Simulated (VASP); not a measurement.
# Sn2GeO2 (P4mm) in VASP: single point with PBE

Aim: the single point of Sn2GeO2 with PBE.

All numbers are computed with VASP 6.6.1; they aren't measurements. Logs are shortened: lines on timing, memory, paths and dates and some standing lists are left out, and cuts for length are marked.

**1. Starting point**

It takes space group P4mm (No. 99, tetragonal). The conventional cell has a = 3.844 Å, b = 3.844 Å, c = 6.355 Å, α = 90.00°, β = 90.00°, γ = 90.00°. Sn (site symmetry 4mm) is surrounded by 4 O at 2.14 Å. Sn (site symmetry 4mm) has 4 O at 2.43 Å as nearest neighbours. Ge (site symmetry 4mm) is surrounded by 5 Sn at 2.72 to 2.97 Å. O (site symmetry 2mm) is surrounded by 4 Sn at 2.14 to 2.43 Å. Around O (site symmetry 2mm) lie 4 Sn at 2.14 to 2.43 Å.

The cell was built by a generator and needn't be a form met in nature.

**2. Single point, PBE**

INCAR

```
PREC = Normal
ENCUT = 520
EDIFF = 1E-5
ISMEAR = 0
SIGMA = 0.15
LREAL = Auto
LASPH = True
NELM = 80
ALGO = Fast
ISIF = 2
LWAVE = False
LCHARG = False
GGA = PE
NBANDS = 65
```

KPOINTS

```
Automatic mesh
0
Gamma
  6 3 4
```

POSCAR

```
Sn2GeO2
1.0
    3.8444100000      0.0000000000      0.0000000000
    0.0000000000      7.6888200000      0.0000000000
    0.0000000000      0.0000000000      6.3553100000
Sn Ge O
4 2 4
Direct
    0.0000000000      0.0000000000      0.8031300000
    0.0000000000      0.5000000000      0.8031300000
    0.5000000000      0.2500000000      0.4207880000
    0.5000000000      0.7500000000      0.4207880000
    0.0000000000      0.0000000000      0.2307980000
    0.0000000000      0.5000000000      0.2307980000
    0.0000000000      0.2500000000      0.6543360000
    0.0000000000      0.7500000000      0.6543360000
    0.5000000000      0.0000000000      0.6543360000
    0.5000000000      0.5000000000      0.6543360000
```

Potentials or basis: VASP PAW PBE potentials, release 64 (Sn_d, Ge_d, O).

Launch:

```
> cat potpaw_PBE.64/Sn_d/POTCAR potpaw_PBE.64/Ge_d/POTCAR potpaw_PBE.64/O/POTCAR > POTCAR
> mpirun -np 1 vasp_std > vasp.out
```

OUTCAR:

```text
PREC = Normal
   ENCUT = 520
   EDIFF = 1E-5
   ISMEAR = 0
   LREAL = Auto
   LASPH = True
   NELM = 80
   ISIF = 2
   GGA = PE

 ion  position               nearest neighbor table
   1  0.000  0.000  0.803-   7 2.14   8 2.14   9 2.14   9 2.14   5 2.72   4 3.65   3 3.65   4 3.65
                             3 3.65
   2  0.000  0.500  0.803-   7 2.14   8 2.14  10 2.14  10 2.14   6 2.72   4 3.65   3 3.65   4 3.65
                             3 3.65
   3  0.500  0.250  0.421-   7 2.43   9 2.43  10 2.43   7 2.43   5 2.97   5 2.97   6 2.97   6 2.97
                             2 3.65   2 3.65   1 3.65   1 3.65
   4  0.500  0.750  0.421-   8 2.43   9 2.43  10 2.43   8 2.43   5 2.97   5 2.97   6 2.97   6 2.97
                             2 3.65   2 3.65   1 3.65   1 3.65
   5  0.000  0.000  0.231-   1 2.72   3 2.97   4 2.97   3 2.97   4 2.97
   6  0.000  0.500  0.231-   2 2.72   3 2.97   4 2.97   3 2.97   4 2.97
   7  0.000  0.250  0.654-   1 2.14   2 2.14   3 2.43   3 2.43
   8  0.000  0.750  0.654-   1 2.14   2 2.14   4 2.43   4 2.43
   9  0.500  0.000  0.654-   1 2.14   1 2.14   4 2.43   3 2.43
  10  0.500  0.500  0.654-   2 2.14   2 2.14   4 2.43   3 2.43

  LATTYP: Found a simple orthorhombic cell.
 ALAT       =     3.8444100000
 B/A-ratio  =     1.6531301292
 C/A-ratio  =     2.0000000000

  Lattice vectors:

 A1 = (  -3.8444100000,   0.0000000000,   0.0000000000)
 A2 = (   0.0000000000,   0.0000000000,   6.3553100000)
 A3 = (   0.0000000000,   7.6888200000,   0.0000000000)

Analysis of symmetry for initial positions (statically):
=====================================================================
 Subroutine PRICEL returns following result:

  LATTYP: Found a simple tetragonal cell.
 ALAT       =     3.8444100000
 C/A-ratio  =     1.6531301292

  Lattice vectors:

 A1 = (   3.8444100000,   0.0000000000,   0.0000000000)
 A2 = (   0.0000000000,   3.8444100000,   0.0000000000)
 A3 = (   0.0000000000,   0.0000000000,   6.3553100000)

   2 primitive cells build up your supercell.

 Routine SETGRP: Setting up the symmetry group for a
 simple orthorhombic supercell.

 Subroutine GETGRP returns: Found  4 space group operations
 (whereof  4 operations were pure point group operations)
 out of a pool of  8 trial point group operations.

The static configuration has the point symmetry C_2v.

Analysis of symmetry for dynamics (positions and initial velocities):
=====================================================================
 Subroutine PRICEL returns following result:

  LATTYP: Found a simple tetragonal cell.
 ALAT       =     3.8444100000
 C/A-ratio  =     1.6531301292

  Lattice vectors:

 A1 = (   3.8444100000,   0.0000000000,   0.0000000000)
 A2 = (   0.0000000000,   3.8444100000,   0.0000000000)
 A3 = (   0.0000000000,   0.0000000000,   6.3553100000)

   2 primitive cells build up your supercell.

 Routine SETGRP: Setting up the symmetry group for a
 simple orthorhombic supercell.

 Subroutine GETGRP returns: Found  4 space group operations
 (whereof  4 operations were pure point group operations)
 out of a pool of  8 trial point group operations.

The dynamic configuration has the point symmetry C_2v.

 Subroutine INISYM returns: Found  4 space group operations
 (whereof  4 operations are pure point group operations),
 and found     2 'primitive' translations

----------------------------------------------------------------------------------------

                                     Primitive cell

  volume of cell :      93.9282

  direct lattice vectors                    reciprocal lattice vectors
     3.844410000  0.000000000  0.000000000     0.260117937  0.000000000  0.000000000
     0.000000000  3.844410000  0.000000000     0.000000000  0.260117937  0.000000000
     0.000000000  0.000000000  6.355310000     0.000000000  0.000000000  0.157348737

  length of vectors
     3.844410000  3.844410000  6.355310000     0.260117937  0.260117937  0.157348737

  position of ions in fractional coordinates (direct lattice)
     0.000000000  0.000000000  0.803130000
     0.500000000  0.500000000  0.420788000
     0.000000000  0.000000000  0.230798000
     0.000000000  0.500000000  0.654336000
     0.500000000  0.000000000  0.654336000

  ion indices of the primitive-cell ions
   primitive index   ion index
                 1           1
                 2           3
                 3           5
                 4           7
                 5           9

----------------------------------------------------------------------------------------

 KPOINTS: Automatic mesh

Automatic generation of k-mesh.
 Grid dimensions read from file:
 generate k-points for:    6    3    4

 Generating k-lattice:

  Cartesian coordinates                     Fractional coordinates (reciprocal lattice)
     0.043352990  0.000000000  0.000000000     0.166666667  0.000000000  0.000000000
     0.000000000  0.043352990  0.000000000     0.000000000  0.333333333  0.000000000
     0.000000000  0.000000000  0.039337184     0.000000000  0.000000000  0.250000000

  Length of vectors
     0.043352990  0.043352990  0.039337184

  Shift w.r.t. Gamma in fractional coordinates (k-lattice)
     0.000000000  0.000000000  0.000000000

 Subroutine IBZKPT returns following result:
 ===========================================

 Found     24 irreducible k-points:

 Following reciprocal coordinates:
            Coordinates               Weight
  0.000000  0.000000  0.000000      1.000000
  0.166667  0.000000  0.000000      2.000000
  0.333333  0.000000  0.000000      2.000000
  0.500000  0.000000  0.000000      1.000000
  0.000000  0.333333  0.000000      2.000000
  0.166667  0.333333  0.000000      4.000000
[... 16 lines left out ...]
  0.333333  0.333333  0.500000      4.000000
  0.500000  0.333333  0.500000      2.000000
   k-points           NKPTS =     24   k-points in BZ     NKDIM =     24   number of bands    NBANDS=     65
   number of dos      NEDOS =    301   number of ions     NIONS =     10
   total plane-waves  NPLWV =  41472
   dimension x,y,z NGX =    24 NGY =   48 NGZ =   36
   dimension x,y,z NGXF=    48 NGYF=   96 NGZF=   72
   ions per type =               4   2   4
   NGX,Y,Z   is equivalent  to a cutoff of  10.38, 10.38,  9.42 a.u.
   NGXF,Y,Z  is equivalent  to a cutoff of  20.76, 20.76, 18.83 a.u.
 SYSTEM =  unknown system
   PREC   = normal    normal or accurate (medium, high low for compatibility)
   ISTART =      0    job   : 0-new  1-cont  2-samecut
   ICHARG =      2    charge: 1-file 2-atom 10-const
   ISPIN  =      1    spin polarized calculation?
   LNONCOLLINEAR =      F non collinear calculations
   LSORBIT =      F    spin-orbit coupling
   LASPH  =      T    aspherical Exc in radial PAW
   ENCUT  =  520.0 eV  38.22 Ry    6.18 a.u.   7.15 14.30 11.82*2*pi/ulx,y,z
   NELM   =     80;   NELMIN=  2; NELMDL= -5     # of ELM steps
   EDIFF  = 0.1E-04   stopping-criterion for ELM
   LREAL  =      T    real-space projection
   EDIFFG = 0.1E-03   stopping-criterion for IOM
   NSW    =      0    number of steps for IOM
   IBRION =     -1    ionic relax: 0-MD 1-quasi-New 2-CG
   NFREE  =      0    steps in history (QN), initial steepest desc. (CG)
   ISIF   =      2    stress and relaxation
   ISYM   =      2    0-nonsym 1-usesym 2-fastsym
   POTIM  = 0.5000    time-step for ionic-motion
   TEBEG  =    0.0;   TEEND  =   0.0 temperature during run
   PSTRESS=    0.0 pullay stress
   NELECT =     108.0000    total number of electrons
   NUPDOWN=      -1.0000    fix difference up-down
   EMIN   =  10.00;   EMAX   =-10.00  energy-range for DOS
   EFERMI =   0.00;   METHOD = LEGACY
   ISMEAR =     0;   SIGMA  =   0.15  broadening in eV -4-tet -1-fermi 0-gaus
   EFERMI_NEDOS =   21; number of points for ismear=-14 and -15
   IALGO  =     68    algorithm
   IMIX   =      4    mixing-type and parameters
     AMIX     =   0.40;   BMIX     =  1.00
     AMIX_MAG =   1.60;   BMIX_MAG =  1.00
  volume/ion in A,a.u.               =      18.79       126.77
  Fermi-wavevector in a.u.,A,eV,Ry     =   1.361259  2.572406 25.211943  1.853026
  Thomas-Fermi vector in A             =   2.487850
   LORBIT       =      0    0 simple, 1 ext, 2 COOP (PROOUT), +10 PAW based schemes
   GGA     = PE    functional components
   LHFCALC =     F    Hartree Fock is set to
   AEXX    =    0.0000 exact exchange contribution
   IVDW    =     0    specifies the selected vdW correction
   LEPSILON=     F    determine dielectric tensor
   LRPA    =     F    only Hartree local field effects (RPA)
 non-spin polarized calculation
 RMM-DIIS sequential band-by-band and
 Gauss-broadening in eV      SIGMA  =   0.15
  energy-cutoff  :      520.00
  volume of cell :      187.86
 maximum number of plane-waves:      5092
   NGX = 15   NGY = 29   NGZ = 23

 number of electron     108.0000059 magnetization

 Free energy of the ion-electron system (eV)
  ---------------------------------------------------
  ext. energy  EPLUGINS =         0.00000000
  ---------------------------------------------------
  free energy    TOTEN  =       -51.65675304 eV

  energy without entropy =      -51.61310650  energy(sigma->0) =      -51.63492977

 E-fermi :   6.6718     XC(G=0): -10.1242

 val. band max:        6.6553978198   @ k =   0.0000   0.0000   0.2500
 cond. band min:       6.7033341053   @ k =   0.5000   0.3333   0.0000
 fundamental gap:      0.0479362854
 Fermi energy:         6.6718428867

 k-point     1 :       0.0000    0.0000    0.0000
  band No.  band energies     occupation
      1     -18.0760      2.00000
      2     -18.0744      2.00000
      3     -18.0568      2.00000
      4     -18.0546      2.00000
      5     -18.0533      2.00000
      6     -18.0533      2.00000
[... 57 lines left out ...]
     64      10.9516      0.00000
     65      11.7766      0.00000

 k-point     2 :       0.1667    0.0000    0.0000
  band No.  band energies     occupation
      1     -18.0755      2.00000
      2     -18.0736      2.00000
      3     -18.0566      2.00000
      4     -18.0549      2.00000
      5     -18.0542      2.00000
      6     -18.0536      2.00000
[... 57 lines left out ...]
     64      11.6224      0.00000
     65      12.8858      0.00000

 k-point     3 :       0.3333    0.0000    0.0000
  band No.  band energies     occupation
      1     -18.0748      2.00000
      2     -18.0722      2.00000
      3     -18.0561      2.00000
      4     -18.0560      2.00000
      5     -18.0555      2.00000
      6     -18.0543      2.00000
[... 1417 lines left out ...]
     64      11.1508      0.00000
     65      11.5043      0.00000

 k-point    24 :       0.5000    0.3333    0.5000
  band No.  band energies     occupation
      1     -18.0725      2.00000
      2     -18.0711      2.00000
      3     -18.0563      2.00000
      4     -18.0558      2.00000
      5     -18.0553      2.00000
      6     -18.0547      2.00000
[... 57 lines left out ...]
     64      11.1883      0.00000
     65      12.1792      0.00000

------------------------ aborting loop because EDIFF is reached ----------------------------------------

  FORCE on cell =-STRESS in cart. coord.  units (eV):
  Direction    XX          YY          ZZ          XY          YZ          ZX
  --------------------------------------------------------------------------------------
  -------------------------------------------------------------------------------------
  Total       -0.0508597     -0.0511600     -0.0828047      0.0000000      0.0000000      0.0000000
  in kB       -0.4337685     -0.4363299     -0.7062192      0.0000000      0.0000000      0.0000000
  external PRESSURE =      -0.5254392 kB  Pullay stress =       0.0000000 kB

 VOLUME and BASIS-vectors are now :
 -----------------------------------------------------------------------------
  energy-cutoff  :      520.00
  volume of cell :      187.86
      direct lattice vectors                 reciprocal lattice vectors
     3.844410000  0.000000000  0.000000000     0.260117937  0.000000000  0.000000000
     0.000000000  7.688820000  0.000000000     0.000000000  0.130058969  0.000000000
     0.000000000  0.000000000  6.355310000     0.000000000  0.000000000  0.157348737

 POSITION                                       TOTAL-FORCE (eV/Angst)
 -----------------------------------------------------------------------------------
      0.00000      0.00000      5.10414         0.000000      0.000000      0.021887
      0.00000      3.84441      5.10414         0.000000      0.000000      0.021887
      1.92220      1.92220      2.67424        -0.000000     -0.000000     -0.000062
      1.92220      5.76661      2.67424        -0.000000     -0.000000     -0.000062
      0.00000      0.00000      1.46679         0.000000      0.000000     -0.036921
      0.00000      3.84441      1.46679         0.000000      0.000000     -0.036921
      0.00000      1.92220      4.15851         0.000000      0.000000      0.007541
      0.00000      5.76661      4.15851         0.000000      0.000000      0.007541
      1.92220      0.00000      4.15851         0.000000      0.000000      0.007555
      1.92220      3.84441      4.15851         0.000000      0.000000      0.007555
 -----------------------------------------------------------------------------------
    total drift:                                0.000000      0.000000      0.006072

  FREE ENERGIE OF THE ION-ELECTRON SYSTEM (eV)
  ---------------------------------------------------
  free  energy   TOTEN  =       -51.6567530377 eV

  energy  without entropy=      -51.6131064966  energy(sigma->0) =      -51.63492977
```

It took 4 min on 1 thread of Intel Xeon Platinum 8259CL at 2.50GHz (Skylake/Cascade Lake), shared host; peak memory 0.32 GiB.

What came out:

```yaml
Free_energy: -51.6568 eV
Pressure: -0.1 GPa
Largest_force: 0.037 eV/Å
Band_gap_on_the_k_mesh: none (metal or under the smearing width)
```

Forces on the atoms (eV/Å):
```
Sn   0.000  0.000  0.022
Sn   0.000  0.000  0.022
Sn   0.000  0.000  0.000
Sn   0.000  0.000  0.000
Ge   0.000  0.000 -0.037
Ge   0.000  0.000 -0.037
O    0.000  0.000  0.008
O    0.000  0.000  0.008
O    0.000  0.000  0.008
O    0.000  0.000  0.008
```
